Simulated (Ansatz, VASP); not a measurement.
## GaGeTe in two plane-wave programs

Wanted: the spread between two codes on one cell, functional and k mesh. The structure shown is the end of the Ansatz relaxation below.

Calculated with Ansatz 0.2.0; plane waves, with VASP 6.6.1 beside it; single point at r2SCAN with D3(BJ).

**1. Starting point**

The cell holds 6 atoms: 2 Te, 2 Ga and 2 Ge. Cell: a = 4.053 Å, b = 4.053 Å, c = 23.185 Å, α = 90.0°, β = 90.0°, γ = 120.0°. It derives from GaGeTe. As first built, before any earlier steps moved the atoms (in the runner's words): kind sheets cut from a layered crystal; sheets 1. Vacuum lies along c.

**2. Ansatz: relaxation, r2SCAN with D3(BJ)**

Ansatz runs on its default PAW (the set named soft_2) files.

This run makes the geometry at which the two programs are then compared.

input.yaml reads:

```yaml
crystal:
  lattice:
    - [4.072165093, 0.0, 0.0]
    - [-2.036082546, 3.526598419, 0.0]
    - [0.0, 0.0, 23.1850484881]
  atoms:
    - { symbol: Te, position: [0.666666667, 0.333333333, 0.676515665] }
    - { symbol: Ga, position: [0.333333333, 0.666666667, 0.622312123] }
    - { symbol: Ge, position: [0.333333333, 0.666666667, 0.517236801] }
    - { symbol: Ge, position: [0.0, 0.0, 0.482763199] }
    - { symbol: Ga, position: [0.0, 0.0, 0.377687877] }
    - { symbol: Te, position: [0.666666667, 0.333333333, 0.323484335] }
kpoints:
  mp_grid: { grid: [6, 6, 1] }
scf:
  occupations: { method: fermi_dirac, width: 0.02 }
  n_extra_bands: 8
hamiltonian:
  xc: r2scan
  pseudopotentials: { kind: paw }
  dispersion: d3bj
output:
  forces: true
  write_potential: true
  volumetric_format: []
relax:
  f_tol: 0.03
  max_steps: 45
  cell: { fix: [c, alpha, beta] }
```

Run with:

```
$ ansatz run input.yaml --threads 4 --pin off --max-ram 12288MiB --backend cpu --events-out ev --progress --plain --runs-dir out
```

Numbers of over 12 decimals in the logs are rounded to 6 here.

Output:

```text
Warning: the engine holds no damping parameters fitted to this dispersion correction and functional, so the run takes those fitted to r2scan beside the three-body term, which d3bj leaves out (hamiltonian.dispersion, under Limitations)
scf.n_extra_bands = 8 over 43 filled bands (N_el = 86.0): the run solves 51 bands
Engine: ansatz 0.2.0, x86_64-unknown-linux-gnu
Pseudopotentials: kind: paw
Pseudopotential: Te, paw, valence charge 16, recommended cutoff 500 eV (meta_gga), Te.paw.azcp
Pseudopotential: Ga, paw, valence charge 13, recommended cutoff 500 eV (meta_gga), Ga.paw.azcp
Pseudopotential: Ge, paw, valence charge 14, recommended cutoff 500 eV (meta_gga), Ge.paw.azcp
Functional definition: r2SCAN
  parameter k0 = 0.174
  parameter k1 = 0.065
  parameter a1 = 4.9479
  exchange = r2scan_x(k0 = k0, k1 = k1, a1 = a1)
  correlation = r2scan_c
Crystal: 6 atoms, lattice volume = 332.958 Å³
Basis set: ecut = 500 eV, 8551 PW (Γ), exchange–correlation on 120×120×720 points (64 copies of the dense FFT grid, shifted against one another)
Bands: 51, of which v1, the nominal top of the filled ones, is band 43 counted from 1 (42 counted from 0)
Symmetry: 12 space group operations
Space group: P-3m1 (ITA 164), of the structure as read, at distance tolerance 6.9e-5 Å
k-points: 7 of 36
Non-local potential: Te, projectors of the file, l = 0: 2, l = 1: 2, l = 2: 2, l = 3: 2
Non-local potential: Ga, projectors of the file, l = 0: 2, l = 1: 2, l = 2: 3, l = 3: 1
Non-local potential: Ge, projectors of the file, l = 0: 2, l = 1: 2, l = 2: 3, l = 3: 1
PAW form: soft (Blöchl's): semilocal exchange-correlation on the pseudo side does not see the compensation charge
PAW frozen core: Te, regenerated for the run's functional (the file was generated under x = pbe(κ = 0.804, μ = 0.219515), c = pbe(β = 0.066725))
PAW frozen core: Ga, regenerated for the run's functional (the file was generated under x = pbe(κ = 0.804, μ = 0.219515), c = pbe(β = 0.066725))
PAW frozen core: Ge, regenerated for the run's functional (the file was generated under x = pbe(κ = 0.804, μ = 0.219515), c = pbe(β = 0.066725))
PAW one-centre angular grid: Te, 590 points (default); XC on 160 Gauss nodes
PAW one-centre angular grid: Ga, 590 points (default); XC on 160 Gauss nodes
PAW one-centre angular grid: Ge, 590 points (default); XC on 160 Gauss nodes
Initial density: superposition of atomic densities (neutral atoms: chi_scale 0, normalization atom), corrected by the library's trained network
Initial wavefunctions: pseudopotential atomic-orbital guess
Functional: x = r2scan, c = r2scan; τ floored in thin density (d = 2e-4 eV/Å³)
SCF iter   1: F=—  HF=-30178.355520 eV  |F-HF|=—  |Δ(HF+E_count)|=         —  Δρ=4.93e-3  dr2=3.98e-2  dr2_τ=9.81e-3  ethr=1.77e-3  ⟨swp⟩=7.7  Hψ=1423  notcnv=0
preconditioner: auto → Resta (q_TF=auto, 2.177 Å⁻¹)  ε∞=2.1  [insulator: Δε(μ)=1.248 eV  Ē_g=13.397 eV  σ=0.020 eV  W_gap=1.00  n_scr=70 (ndim 8)  ℏωp=13.8 eV  f_vac=0.504  D(μ)=0.00/eV (n_scr^D=0)  ε∞_Penn≈2.1  vacuum switching on, ρ_ref=1.3e-2 e/Å³]
SCF iter   2: F=—  HF=-30178.382358 eV  |F-HF|=—  |Δ(HF+E_count)|=   2.68e-2  Δρ=1.22e-3  dr2=4.86e-3  dr2_τ=1.26e-4  ethr=4.63e-5  ⟨swp⟩=3.1  Hψ=718  notcnv=0  defer=20
SCF iter   3: F=—  HF=-30178.381968 eV  |F-HF|=—  |Δ(HF+E_count)|=   3.90e-4  Δρ=9.64e-4  dr2=1.64e-3  dr2_τ=1.63e-5  ethr=5.65e-6  ⟨swp⟩=2.0  Hψ=534  notcnv=0  defer=20
SCF iter   4: F=—  HF=-30178.382714 eV  |F-HF|=—  |Δ(HF+E_count)|=   7.46e-4  Δρ=3.06e-4  dr2=1.79e-4  dr2_τ=3.19e-6  ethr=1.91e-6  ⟨swp⟩=2.1  Hψ=599  notcnv=0  defer=20
SCF iter   5: F=—  HF=-30178.382735 eV  |F-HF|=—  |Δ(HF+E_count)|=   2.11e-5  Δρ=7.36e-5  dr2=1.10e-5  dr2_τ=1.68e-7  ethr=2.09e-7  ⟨swp⟩=2.1  Hψ=586  notcnv=0  defer=20
SCF iter   6: F=—  HF=-30178.382803 eV  |F-HF|=—  |Δ(HF+E_count)|=   6.85e-5  Δρ=2.25e-5  dr2=9.31e-6  dr2_τ=5.21e-8  ethr=1.28e-8  ⟨swp⟩=2.9  Hψ=653  notcnv=0  defer=20
SCF iter   7: F=—  HF=-30178.382803 eV  |F-HF|=—  |Δ(HF+E_count)|=   4.94e-7  Δρ=8.57e-6  dr2=4.16e-7  dr2_τ=5.56e-9  ethr=1.08e-8  ⟨swp⟩=2.0  Hψ=389  notcnv=0  defer=20
SCF iter   8: F=-30178.382803 eV  HF=-30178.382803 eV  |F-HF|=7.66e-8  |Δ(HF+E_count)|=   1.37e-7  Δρ=3.18e-6  dr2=3.26e-8  dr2_τ=7.64e-10  ethr=1.16e-10  ⟨swp⟩=10.1  Hψ=2499  notcnv=0
SCF 1 converged in 8 iterations: F = -30178.382803 eV  dr2 = 3.26e-8
  greatest PAW one-centre occupation: 0.998 electrons in one spin orbital (limit 2), on the Ge atom at site 3 (counted from 0), in its partial waves of l = 2
relax step   1: F+E_penalty+E_count = -30178.38280292 eV  Δ(F+E_penalty+E_count) = +0.000e0 eV  max|allowed force component| = 6.491e-2 eV/Å  Δτ_max = 0.0000 Å  P = -0.349 GPa  Ω = 332.958 Å³  fix = [c, alpha, beta]  reactions: c -0.314 GPa  (8 SCF iters, dr2 threshold 1.00e-7 eV, accepted)
Crystal: 6 atoms, lattice volume = 329.688 Å³
[...]
preconditioner: auto → Resta (q_TF=auto, 2.181 Å⁻¹)  ε∞=2.1  [insulator: Δε(μ)=1.291 eV  Ē_g=13.370 eV  σ=0.020 eV  W_gap=1.00  n_scr=70 (ndim 8)  ℏωp=13.9 eV  f_vac=0.505  D(μ)=0.00/eV (n_scr^D=0)  ε∞_Penn≈2.1  vacuum switching on, ρ_ref=1.3e-2 e/Å³]
SCF iter   2: F=—  HF=-30178.387657 eV  |F-HF|=—  |Δ(HF+E_count)|=   6.62e-5  Δρ=3.91e-6  dr2=1.98e-8  dr2_τ=1.54e-9  ethr=9.23e-11  ⟨swp⟩=3.1  Hψ=890  notcnv=0
SCF iter   3: F=—  HF=-30178.387657 eV  |F-HF|=—  |Δ(HF+E_count)|=   1.82e-8  Δρ=1.37e-6  dr2=8.93e-9  dr2_τ=2.18e-10  ethr=2.31e-11  ⟨swp⟩=2.0  Hψ=658  notcnv=0
SCF iter   4: F=—  HF=-30178.387657 eV  |F-HF|=—  |Δ(HF+E_count)|=   1.98e-9  Δρ=5.06e-7  dr2=1.16e-9  dr2_τ=1.89e-11  ethr=1.04e-11  ⟨swp⟩=2.0  Hψ=602  notcnv=0
SCF iter   5: F=—  HF=-30178.387657 eV  |F-HF|=—  |Δ(HF+E_count)|=    0.00e0  Δρ=1.83e-7  dr2=2.30e-10  dr2_τ=2.96e-12  ethr=1.35e-12  ⟨swp⟩=2.0  Hψ=420  notcnv=0
SCF iter   6: F=-30178.387657 eV  HF=-30178.387657 eV  |F-HF|=2.55e-11  |Δ(HF+E_count)|=  1.46e-11  Δρ=9.20e-8  dr2=1.94e-11  dr2_τ=3.45e-13  ethr=1.00e-12  ⟨swp⟩=7.3  Hψ=1713  notcnv=0
SCF 5 converged in 6 iterations: F = -30178.387657 eV  dr2 = 1.94e-11
relax step   5: F+E_penalty+E_count = -30178.38765659 eV  Δ(F+E_penalty+E_count) = +3.352e-4 eV  max|allowed force component| = 3.695e-3 eV/Å  Δτ_max = 0.0000 Å  P = -0.006 GPa  Ω = 329.816 Å³  fix = [c, alpha, beta]  reactions: c -0.007 GPa  stress off target by 5.01e-3 GPa on what of the cell is left free  SCF on the basis re-selected at this cell (its energy is not comparable with the rows above)  (6 SCF iters)
basis re-selected at this cell: Δ(F+E_penalty+E_count) = +3.352e-4 eV, ΔP = -0.001 GPa vs the last step (what re-selecting the basis moved, of the pressure what is left beyond the Pulay correction that the steps carried, after the strain that the cell walked since its last selection, with what the two solves' SCF thresholds leave and, on support functions, any second-order correction that the steps lacked; it is no m [...]
WARN: The output density's exchange-correlation potential varies sharply where the density is thin. Do not read a vacuum level from v_tot or v_xc, or from such a field of the output density. On a cell that repeats whose density bears no net charge and no dipole along the vacuum's axis use v_es (v_loc + v_h of the components); under efield.dipole_correction with no amplitude use v_es + v_field, which holds any externa [...]
SCF converged after 6 iterations
Free energy (F): -30178.387657 eV
Harris-Foulkes:  -30178.387657 eV  (|F-HF|=2.55e-11)
Internal energy: -30178.387657 eV  (E = F + TS)
E sigma→0 (E₀):  -30178.387657 eV
Fermi energy:    1.600520 eV
--- Per-component energies (eV) ---
  E_band       = -1587.667259
  E_kinetic    = 812.017874
  E_local      = -67936.956481  (includes V_loc(G=0)·N_el)
  E_nonlocal   = 1072.376683
  E_hartree    = 33598.579576
  E_xc         = -492.500239
  E_vxc        = -477.341616  (∫ρ·V_xc dr)
  E_paw        = -17448.114169  (= ΣΔE_a)
  E_vpaw       = -2282.793304  (= ΣTr[D̂ρ^β])
  E_aug_tail   = -0.000130  (compensation charges beyond the density's cutoff)
  E_vtau       = 27.869791  (kinetic-family band-sum trace: ∫τ·v_τ [+ j·A + Jᵃ·Aᵃ] dr)
  E_ewald      = 20219.806987
  E_disp       = -0.689798  (pairwise vdW)
  E_core_change = -2.907960  (= ΣΔE_core)
  E_smearing   = -0.000000  (= −TS)
  E_closure    = -0.000000  (closes the sum)
  Σ components = -30178.387657   (vs F -30178.387657, Δ=0.00e0)
--- Forces (eV/Å), atoms counted from 1 ---
  atom   1  Te     0.00000000    -0.00000000    -0.00047057
  atom   2  Ga     0.00000000     0.00000000     0.00062496
  atom   3  Ge     0.00000000    -0.00000000     0.00369454
  atom   4  Ge    -0.00000000     0.00000000    -0.00369454
  atom   5  Ga     0.00000000    -0.00000000    -0.00062496
  atom   6  Te    -0.00000000     0.00000000     0.00047057
  max |Σ_I F_I| component: 1.85e-17 eV/Å
--- Stress (GPa, compression-positive) ---
       -0.005014      -0.000000       0.000000
        0.000000      -0.005014       0.000000
        0.000000       0.000000      -0.006701
  P = ⅓ Tr σ = -0.0056 GPa (-0.056 kbar)
--- Band table (eV; the first three rows and the last of 7) ---
  k-point 0: bands = [... 39 lower, 0.3181, 0.8623, 0.8623, 0.9548, 2.2453, 2.9461, 3.5408, 4.4228, ... 4 higher]
  k-point 1: bands = [... 39 lower, -0.3089, -0.1310, 0.4342, 0.8486, 3.2994, 3.6520, 4.0341, 4.7242, ... 4 higher]
  k-point 2: bands = [... 39 lower, -0.8655, -0.8057, -0.2297, 0.1446, 2.7000, 3.1540, 3.6124, 4.0416, ... 4 higher]
  k-point 6: bands = [... 39 lower, -1.1491, -1.1491, -1.0703, -0.7443, 3.4192, 3.4192, 4.6698, 5.0988, ... 4 higher]
--- Relaxed structure (4 steps of the walk, 4 accepted, 1 SCFs on fresh bases) ---
  F+E_penalty+E_count = -30178.38765659 eV   max|allowed force component| = 3.695e-3 eV/Å   (the final SCF, on the basis selected at the relaxed cell)
  cell:  # Å, volume = 329.8155 Å³
    - [4.052903, -2.873097647279376e-10, 0]
    - [-2.026452, 3.509917, 0]
    - [0, 0, 23.1850484881]
  atoms:
    - { symbol: Te, position: [0.666667, 0.333333, 0.675915] }
    - { symbol: Ga, position: [0.333333, 0.666667, 0.621725] }
    - { symbol: Ge, position: [0.333333, 0.666667, 0.517137] }
    - { symbol: Ge, position: [0, 0, 0.482863] }
    - { symbol: Ga, position: [-2.1412220266743824e-19, -2.1412220266743805e-19, 0.378275] }
    - { symbol: Te, position: [0.666667, 0.333333, 0.324085] }
```

(Continued in part 2 of 2.)

[Lines on the potential files, build, host, timing and source positions are cut from VASP's logs without a mark.]

[Logs are printed without paths, hosts, clocks, repeated set-up lines and the standing remarks that a program may print on its own settings, such as how far it seeks lower states.]

[Hosts, paths, dates, database ids (printed as entryN), source tags and the programs' standing remarks are cut or masked in the printed files.]
